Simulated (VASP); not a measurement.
# TaSb (Fm-3m) in VASP: single point with r2SCAN

Aim: the single point of TaSb with r2SCAN.

Everything below comes from runs of VASP 6.6.1. Logs are shortened: lines on timing, memory, paths and dates and some standing lists are left out, and cuts for length are marked.

## (1) Starting point

It takes space group Fm-3m (No. 225, cubic). The conventional cell has a = 5.954 Å, b = 5.954 Å, c = 5.954 Å, α = 90.00°, β = 90.00°, γ = 90.00°. Around Ta (site symmetry m-3m) lie 6 Sb at 2.98 Å. Sb (site symmetry m-3m) is surrounded by 6 Ta at 2.98 Å.

The cell was built by a generator and needn't be a form met in nature.

## (2) Single point, r2SCAN

The input, POSCAR:

```
TaSb
1.0
    0.0000000000      2.9770510000      2.9770510000
    2.9770510000      0.0000000000      2.9770510000
    2.9770510000      2.9770510000      0.0000000000
Ta Sb
1 1
Direct
    0.0000000000      0.0000000000      0.0000000000
    0.5000000000      0.5000000000      0.5000000000
```

The input, INCAR.step1:

```
  ALGO = Normal
  EDIFF = 1E-4
  ENCUT = 520
  GGA = PE
  ISMEAR = -1
  LASPH = True
  LCHARG = False
  LREAL = False
  LWAVE = True
  NBANDS = 15
  NELM = 100
  PREC = Accurate
  SIGMA = 0.0551
```

The input, INCAR.step2:

```
  ALGO = Normal
  EDIFF = 1E-6
  ENCUT = 520
  ISIF = 2
  ISMEAR = -1
  ISTART = 1
  LASPH = True
  LCHARG = True
  LELF = True
  LMIXTAU = True
  LREAL = False
  LVHAR = True
  LWAVE = False
  METAGGA = R2SCAN
  NBANDS = 15
  NELM = 100
  PREC = Accurate
  SIGMA = 0.0551
```

The input, KPOINTS:

```
k-points
0
Gamma
  10 10 10
```

Potentials or basis: VASP PAW PBE potentials, release 64 (Ta_pv, Sb).

The run is started by

```sh
> cat potpaw_PBE.64/Ta_pv/POTCAR potpaw_PBE.64/Sb/POTCAR > POTCAR
> cp INCAR.step1 INCAR
> mpirun -np 1 vasp_std > vasp.out
> cp INCAR.step2 INCAR
> mpirun -np 1 vasp_std > vasp.out
```

OUTCAR:

```text
EDIFF = 1E-6
   ENCUT = 520
   ISIF = 2
   ISMEAR = -1
   ISTART = 1
   LASPH = True
   LREAL = False
   METAGGA = R2SCAN
   NELM = 100
   PREC = Accurate

 ion  position               nearest neighbor table
   1  0.000  0.000  0.000-   2 2.98   2 2.98   2 2.98   2 2.98   2 2.98   2 2.98
   2  0.500  0.500  0.500-   1 2.98   1 2.98   1 2.98   1 2.98   1 2.98   1 2.98

  LATTYP: Found a face centered cubic cell.
 ALAT       =     5.9541020000

  Lattice vectors:

 A1 = (   0.0000000000,   2.9770510000,   2.9770510000)
 A2 = (   2.9770510000,   0.0000000000,   2.9770510000)
 A3 = (   2.9770510000,   2.9770510000,   0.0000000000)

Analysis of symmetry for initial positions (statically):
=====================================================================
 Subroutine PRICEL returns:
 Original cell was already a primitive cell.

 Routine SETGRP: Setting up the symmetry group for a
 face centered cubic supercell.

 Subroutine GETGRP returns: Found 48 space group operations
 (whereof 48 operations were pure point group operations)
 out of a pool of 48 trial point group operations.

The static configuration has the point symmetry O_h .

Analysis of symmetry for dynamics (positions and initial velocities):
=====================================================================
 Subroutine PRICEL returns:
 Original cell was already a primitive cell.

 Routine SETGRP: Setting up the symmetry group for a
 face centered cubic supercell.

 Subroutine GETGRP returns: Found 48 space group operations
 (whereof 48 operations were pure point group operations)
 out of a pool of 48 trial point group operations.

The dynamic configuration has the point symmetry O_h .

 Subroutine INISYM returns: Found 48 space group operations
 (whereof 48 operations are pure point group operations),
 and found     1 'primitive' translations

----------------------------------------------------------------------------------------

                                     Primitive cell

  volume of cell :      52.7702

  direct lattice vectors                    reciprocal lattice vectors
     0.000000000  2.977051000  2.977051000    -0.167951439  0.167951439  0.167951439
     2.977051000  0.000000000  2.977051000     0.167951439 -0.167951439  0.167951439
     2.977051000  2.977051000  0.000000000     0.167951439  0.167951439 -0.167951439

  length of vectors
     4.210185900  4.210185900  4.210185900     0.290900426  0.290900426  0.290900426

  position of ions in fractional coordinates (direct lattice)
[... 90 lines left out ...]
   NELECT =      16.0000    total number of electrons
   NUPDOWN=      -1.0000    fix difference up-down
   EMIN   =  10.00;   EMAX   =-10.00  energy-range for DOS
   EFERMI =   0.00;   METHOD = LEGACY
   ISMEAR =    -1;   SIGMA  =   0.06  broadening in eV -4-tet -1-fermi 0-gaus
   EFERMI_NEDOS =   21; number of points for ismear=-14 and -15
   IALGO  =     38    algorithm
   IMIX   =      4    mixing-type and parameters
     AMIX     =   0.40;   BMIX     =  1.00
     AMIX_MAG =   1.60;   BMIX_MAG =  1.00
  volume/ion in A,a.u.               =      26.39       178.06
  Fermi-wavevector in a.u.,A,eV,Ry     =   1.099812  2.078344 16.457430  1.209587
  Thomas-Fermi vector in A             =   2.236213
   LORBIT       =      0    0 simple, 1 ext, 2 COOP (PROOUT), +10 PAW based schemes
   METAGGA = R2SCAN    functional components
   LHFCALC =     F    Hartree Fock is set to
   AEXX    =    0.0000 exact exchange contribution
   IVDW    =     0    specifies the selected vdW correction
   LEPSILON=     F    determine dielectric tensor
   LRPA    =     F    only Hartree local field effects (RPA)
 non-spin polarized calculation
  energy-cutoff  :      520.00
  volume of cell :       52.77
 maximum number of plane-waves:      1440
   NGX = 15   NGY = 15   NGZ = 15

 number of electron      15.9999999 magnetization

 Free energy of the ion-electron system (eV)
  ---------------------------------------------------
  ext. energy  EPLUGINS =         0.00000000
  ---------------------------------------------------
  free energy    TOTEN  =       -72.62920855 eV

  energy without entropy =      -72.60164868  energy(sigma->0) =      -72.61542861

 E-fermi :   6.3402     XC(G=0): -11.0629

 val. band max:        6.3396692779   @ k =  -0.3000   0.5000   0.2000
 cond. band min:       6.3410418579   @ k =  -0.3000   0.3000   0.0000
 fundamental gap:      0.0013725800
 Fermi energy:         6.3402230455

 k-point     1 :       0.0000    0.0000    0.0000
  band No.  band energies     occupation
      1     -30.6775      2.00000
      2     -30.6775      2.00000
      3     -30.6775      2.00000
      4      -5.6980      2.00000
      5       5.4106      2.00000
      6       5.4106      2.00000
      7       5.4106      2.00000
      8       5.6905      1.99998
      9       5.6905      1.99998
     10       6.3993      0.51015
     11       6.3993      0.51015
     12       6.3993      0.51015
     13       9.8016      0.00000
     14      13.6002      0.00000
[... 401 lines left out ...]
      2     -30.6855      2.00000
      3     -30.6848      2.00000
      4      -4.1617      2.00000
      5       1.4756      2.00000
      6       3.5377      2.00000
      7       4.0350      2.00000
      8       4.9548      2.00000
      9       6.5165      0.07842
     10       7.2465      0.00000
     11       7.7236      0.00000
     12       8.5260      0.00000
     13       9.2692      0.00000
     14      14.4702      0.00000
     15      15.7826      0.00000

 [... further k-points ...]

------------------------ aborting loop because EDIFF is reached ----------------------------------------

  FORCE on cell =-STRESS in cart. coord.  units (eV):
  Direction    XX          YY          ZZ          XY          YZ          ZX
  --------------------------------------------------------------------------------------
  -------------------------------------------------------------------------------------
  Total       -4.7279135     -4.7279135     -4.7279135      0.0000000      0.0000000      0.0000000
  in kB     -143.5460621   -143.5460621   -143.5460621      0.0000000      0.0000000      0.0000000
  external PRESSURE =    -143.5460621 kB  Pullay stress =       0.0000000 kB

 VOLUME and BASIS-vectors are now :
 -----------------------------------------------------------------------------
  energy-cutoff  :      520.00
  volume of cell :       52.77
      direct lattice vectors                 reciprocal lattice vectors
     0.000000000  2.977051000  2.977051000    -0.167951439  0.167951439  0.167951439
     2.977051000  0.000000000  2.977051000     0.167951439 -0.167951439  0.167951439
     2.977051000  2.977051000  0.000000000     0.167951439  0.167951439 -0.167951439

 POSITION                                       TOTAL-FORCE (eV/Angst)
 -----------------------------------------------------------------------------------
      0.00000      0.00000      0.00000        -0.000000      0.000000      0.000000
      2.97705      2.97705      2.97705         0.000000      0.000000      0.000000
 -----------------------------------------------------------------------------------
    total drift:                                0.000000     -0.000000     -0.000000

  FREE ENERGIE OF THE ION-ELECTRON SYSTEM (eV)
  ---------------------------------------------------
  free  energy   TOTEN  =       -72.6292085461 eV

  energy  without entropy=      -72.6016486820  energy(sigma->0) =      -72.61542861
```

OSZICAR.step1:

```text
N       E                     dE             d eps       ncg     rms          rms(c)
DAV:   1     0.872310892898E+02    0.87231E+02   -0.76492E+03  1418   0.938E+02
DAV:   2    -0.126539013985E+02   -0.99885E+02   -0.95651E+02  1886   0.232E+02
DAV:   3    -0.153839444564E+02   -0.27300E+01   -0.26841E+01  1725   0.363E+01
DAV:   4    -0.154129002336E+02   -0.28956E-01   -0.28855E-01  1774   0.427E+00
DAV:   5    -0.154134088708E+02   -0.50864E-03   -0.50862E-03  1690   0.592E-01    0.825E+00
DAV:   6    -0.143782433934E+02    0.10352E+01   -0.19823E+00  1515   0.106E+01    0.263E+00
DAV:   7    -0.143726768959E+02    0.55665E-02   -0.12682E-01  1571   0.221E+00    0.172E+00
DAV:   8    -0.143671272000E+02    0.55497E-02   -0.20501E-02  1592   0.735E-01    0.168E-01
DAV:   9    -0.143667859263E+02    0.34127E-03   -0.11234E-03  1669   0.196E-01    0.890E-02
DAV:  10    -0.143668316656E+02   -0.45739E-04   -0.20407E-04  1518   0.122E-01
   1 F= -.14366832E+02 E0= -.14351725E+02  d E =-.302137E-01
```

Run time: 64 s. Hardware: 1 thread of Intel Xeon Platinum 8488C (Sapphire Rapids), shared host; peak memory 0.2 GiB.

What came out:

```
Free energy            : -72.6292 eV
Pressure               : -14.4 GPa
Band gap on the k mesh : none (metal or under the smearing width)
```

Caveat: the PAW data sets were made with another functional, which shifts forces and pressure a little. Spin-orbit coupling is left out, which matters for the levels of Sb, Ta.
